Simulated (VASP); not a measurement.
Write the native input for VASP 6.6.1 that does the following.

```
Task                   : relaxation of cell and atoms
Functional             : PBE
Dispersion             : D3(BJ)
Potentials or basis    : VASP PAW PBE potentials, release 64 (Ca_sv, Cu, H)
Cutoff                 : 600 eV
k mesh                 : 6 × 6 × 6
Occupations            : fermi-dirac, width 0.05 eV
Spin                   : no spin polarisation
Further INCAR settings : ALGO = Fast; EDIFF = 1e-06; IBRION = 2; EDIFFG = -0.005; NSW = 60; ISIF = 3
```

The structure of CaCuH2 lies in POSCAR:

```
CaCuH2
1.0
    1.9452400000      1.1230900000      4.3573800000
   -1.9452400000      1.1230900000      4.3573800000
    0.0000000000     -2.2461700000      4.3573800000
Ca Cu H
1 1 2
Direct
    0.5000000000      0.5000000000      0.5000000000
    0.0000000000      0.0000000000      0.0000000000
    0.8818100000      0.8818100000      0.8818100000
    0.1181900000      0.1181900000      0.1181900000
```

The cell was built by a generator and needn't be a form met in nature.

These files were run (other wordings do the same):

INCAR

```
SYSTEM = CaCuH2
  PREC = Accurate
  ENCUT = 600
  EDIFF = 1E-6
  ISMEAR = -1
  SIGMA = 0.05
  LREAL = .FALSE.
  LASPH = .TRUE.
  NELM = 100
  ALGO = Fast
  ISIF = 3
  LWAVE = .FALSE.
  LCHARG = .FALSE.
  GGA = PE
  IVDW = 12
  IBRION = 2
  NSW = 60
  EDIFFG = -0.005
```

KPOINTS

```
Automatic mesh
0
G
  6 6 6
  0 0 0
```

Potentials or basis: VASP PAW PBE potentials, release 64 (Ca_sv, Cu, H).

The run is started by

```bash
$ cat potpaw_PBE.64/Ca_sv/POTCAR potpaw_PBE.64/Cu/POTCAR potpaw_PBE.64/H/POTCAR > POTCAR
$ mpirun -np 1 vasp_std > vasp.out
```

Results of the run:

The relaxed volume is 13.56 Å³/atom and the relaxed cell is a = 4.816 Å, b = 4.816 Å, c = 4.816 Å, α = 46.79°, β = 46.79°, γ = 46.79°. The space group after relaxing (to 0.05 Å) is R-3m (No. 166), the energy gained by relaxing is 5.1 meV/atom and the ionic steps are 18. The pressure after relaxing is 0.0 GPa and the band gap on the k mesh is none (metal or under the smearing width). The dispersion energy per atom is -0.208 eV.

Caveat: pairwise dispersion overbinds metals, which lowers pressure and volume.

Run time: 5.5 min on 1 thread of Intel(R) Xeon(R) 6975P-C (Granite Rapids) (shared host), peak memory 0.31 GiB.
